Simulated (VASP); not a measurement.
Given:

```
Li
1.0
   -1.74500     1.74500     1.74500
    1.74500    -1.74500     1.74500
    1.74500     1.74500    -1.74500
Li
1
Direct
  0.00000   0.00000   0.00000
```

All values below come from RPBE GGA, VASP's PBE PAW potentials (set 64) (plane waves; VASP). Settings: 520 eV cut-off, 13×13×13 Γ-centred mesh, first-order Methfessel-Paxton smearing of 0.10 eV, potentials Li_sv.

**Question.** The ions, cell shape and volume are relaxed. Which structure does the run end with?

**Answer.** 
```
Li
1.0
   -1.73588     1.73588     1.73588
    1.73588    -1.73588     1.73588
    1.73588     1.73588    -1.73588
Li
1
Direct
  0.00000   0.00000   0.00000
```
Space group Im-3m (229), at a tolerance of 0.03 Å.

**Question.** How do energy and volume change from the first to the last step?

**Answer.** The energy (σ→0) changes by -0.2 meV/atom and the volume by -1.6 %, in 3 ionic steps.

The compound is Li in the bcc structure. This run relaxes it. Symmetry was kept, so distortions that lower it aren't found.
